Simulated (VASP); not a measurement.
Method: PBEsol GGA, VASP's PBE PAW potentials (set 64) (plane waves; VASP).

A VASP calculation is set up with these files.

### INCAR
```
SYSTEM = NiSi2
PREC = Accurate; ENCUT = 300; LREAL = .FALSE.
LASPH = .TRUE.
EDIFF = 1E-6; NELM = 100; ALGO = Normal
LMAXMIX = 4
ISMEAR = -1; SIGMA = 0.136
GGA = PS
ISIF = 2
LWAVE = .FALSE.; LCHARG = .FALSE.
```

**KPOINTS**
```
Automatic mesh
0
Gamma
2 2 2
0 0 0
```

### POSCAR
```
NiSi2
1
    0.0000000000     2.7050000000     2.7050000000
    2.7050000000     0.0000000000     2.7050000000
    2.7050000000     2.7050000000     0.0000000000
Si Ni
2 1
Direct
  0.2408970000   0.2518930000   0.2500220000
  0.7508250000   0.7490780000   0.7507790000
  0.0082780000  -0.0009710000  -0.0008020000
```

POTCAR, in this order: Si Ni (PBE.64 set). Program: vasp_std.

Output of the run:

**OSZICAR**
```
       N       E                     dE             d eps       ncg     rms          rms(c)
DAV:   1     0.496812010221E+02    0.49681E+02   -0.57428E+03   216   0.896E+02
DAV:   2    -0.182841695643E+02   -0.67965E+02   -0.63203E+02   218   0.200E+02
DAV:   3    -0.207048901909E+02   -0.24207E+01   -0.23933E+01   253   0.434E+01
DAV:   4    -0.207453712691E+02   -0.40481E-01   -0.40335E-01   238   0.562E+00
DAV:   5    -0.207465645843E+02   -0.11933E-02   -0.11932E-02   269   0.902E-01    0.190E+01
DAV:   6    -0.276395429276E+02   -0.68930E+01   -0.62385E+01   208   0.182E+02    0.279E+01
DAV:   7    -0.182096205345E+02    0.94299E+01   -0.22165E+01   243   0.929E+01    0.525E+00
DAV:   8    -0.178613764476E+02    0.34824E+00   -0.19288E+00   256   0.234E+01    0.259E+00
DAV:   9    -0.178242012339E+02    0.37175E-01   -0.25674E-01   238   0.733E+00    0.965E-01
DAV:  10    -0.178164377613E+02    0.77635E-02   -0.43022E-02   263   0.388E+00    0.424E-01
DAV:  11    -0.178155037190E+02    0.93404E-03   -0.71435E-03   253   0.155E+00    0.169E-01
DAV:  12    -0.178153016757E+02    0.20204E-03   -0.90101E-04   261   0.517E-01    0.142E-02
DAV:  13    -0.178153112923E+02   -0.96166E-05   -0.45425E-05   238   0.519E-02    0.839E-03
DAV:  14    -0.178153117539E+02   -0.46155E-06   -0.17474E-06   241   0.145E-02
   1 F= -.17815312E+02 E0= -.17789856E+02  d E =-.509115E-01
```

File OUTCAR:
```
------------------------ aborting loop because EDIFF is reached ----------------------------------------
  FORCE on cell =-STRESS in cart. coord.  units (eV):
  Direction    XX          YY          ZZ          XY          YZ          ZX
  --------------------------------------------------------------------------------------
  Total        0.4788041      0.4787583      0.4726641      0.1223356      0.0033112      0.1884895
  in kB       19.3792363     19.3773823     19.1307230      4.9514398      0.1340182      7.6289721
  external PRESSURE =      19.2957806 kB  Pullay stress =       0.0000000 kB
  volume of cell :       39.59
      direct lattice vectors                 reciprocal lattice vectors
     0.000000000  2.705000000  2.705000000    -0.184842884  0.184842884  0.184842884
     2.705000000  0.000000000  2.705000000     0.184842884 -0.184842884  0.184842884
     2.705000000  2.705000000  0.000000000     0.184842884  0.184842884 -0.184842884
 POSITION                                       TOTAL-FORCE (eV/Angst)
 -----------------------------------------------------------------------------------
      1.35768      1.32794      1.33300        -0.073173      0.453010      0.360249
      4.05711      4.06184      4.05724         0.000186     -0.065917      0.017305
      5.40520      2.72522      2.72477         0.072987     -0.387093     -0.377553
 -----------------------------------------------------------------------------------
    total drift:                                0.000175     -0.000292     -0.000280
  FREE ENERGIE OF THE ION-ELECTRON SYSTEM (eV)
  ---------------------------------------------------
  free  energy   TOTEN  =       -17.8153117539 eV

  energy  without entropy=      -17.7644002498  energy(sigma->0) =      -17.78985600
```
(Selected blocks of OUTCAR.)

At this cut-off the stress carries a Pulay error, which pulls relaxed volumes low.

The structure is a typed NiSi2 crystal. The cell was not relaxed at this level, atoms are displaced from their ideal sites. The k-mesh is coarse (spacing up to 1.01 per Å, 2π included), so the numbers may not be converged in it. The run is one of a series of settings (KPOINTS 2×2×2 Γ-centred mesh against the base run), some of them coarse on purpose. The run is not spin-polarised, so no magnetic state was tried.
